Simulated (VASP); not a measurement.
Here is the system:

```xyz
3
Lattice="-1.3223 1.3223 4.3266 1.3223 -1.3223 4.3266 1.3223 1.3223 -4.3266" Properties=species:S:1:pos:R:3 pbc="T T T"
Fe     0.0000     0.0000     2.9302
Fe     0.0000     0.0000     5.7230
Si     0.0000     0.0000     0.0000
```

All values below come from LDA (Ceperley-Alder, Perdew-Zunger), VASP's LDA PAW potentials (set 64) (plane waves; VASP). Settings: 400 eV cut-off, Gaussian smearing of 0.050 eV, potentials Fe Si.

The run has a spin-polarised start.

Give the spin-up energies of bands 1 to 14 at the high-symmetry points, in eV from the Fermi level.

```
band       Γ      X      P      N       M      S      R
----  ------  -----  -----  -----  ------  -----  -----
1     -13.34  -6.69  -6.64  -9.19  -12.58  -9.38  -6.88
2      -6.54  -5.75  -5.71  -7.74   -8.63  -7.42  -5.70
3      -4.30  -5.66  -5.71  -4.47   -4.61  -4.82  -5.69
4      -4.00  -5.25  -5.40  -3.85   -4.36  -3.60  -5.23
5      -2.72  -3.39  -2.95  -2.90   -2.34  -3.24  -3.37
6      -1.74  -2.67  -2.95  -2.41   -2.34  -2.48  -2.56
7      -1.74  -1.92  -2.42  -2.41   -2.20  -2.39  -2.04
8      -1.33  -1.52  -0.43  -2.02   -1.11  -2.27  -1.54
9      -1.33  -0.24   0.11  -2.01   -0.37  -1.68  -0.27
10     -1.18   0.11   0.12  -0.65   -0.37  -0.84   0.11
11     -0.27   0.13   0.12  -0.30   -0.32  -0.16   0.24
12     -0.16   1.95   0.13   0.12   -0.24   0.14   1.57
13      0.14   2.02   1.96   0.58    4.22   0.54   2.01
14      7.79   3.03   3.02   4.09    6.12   5.27   2.30
```

Give the spin-down energies of bands 1 to 14 at the high-symmetry points, in eV from the Fermi level.

```tsv
band	Γ	X	P	N	M	S	R
1	-13.29	-6.37	-6.32	-9.12	-12.55	-9.30	-6.63
2	-6.23	-5.45	-5.44	-7.61	-8.50	-7.29	-5.40
3	-4.00	-5.43	-5.44	-4.02	-3.88	-4.56	-5.39
4	-3.32	-4.74	-4.88	-3.45	-3.74	-3.13	-4.72
5	-2.02	-2.68	-2.32	-2.50	-1.57	-2.58	-2.67
6	-0.89	-2.04	-2.32	-1.57	-1.57	-1.67	-1.90
7	-0.89	-1.54	-1.76	-1.56	-1.40	-1.65	-1.62
8	-0.59	-0.80	0.58	-1.18	-0.11	-1.39	-0.82
9	-0.59	0.91	0.58	-1.17	0.54	-0.79	0.86
10	-0.19	1.06	0.64	0.27	0.54	0.04	1.07
11	0.61	1.09	1.06	0.64	0.80	0.80	1.16
12	0.90	2.19	1.09	1.13	0.83	1.16	1.83
13	0.94	2.49	2.54	1.53	4.32	1.47	2.62
14	8.03	3.66	3.66	4.64	6.22	5.68	2.97
```

It has no gap at this level: it comes out as a metal or semimetal.

The structure comes from a computed database's Fe2Si entry (I4/mmm); how it stands against other phases isn't given here. It was relaxed first, which changed the volume by -6 %.
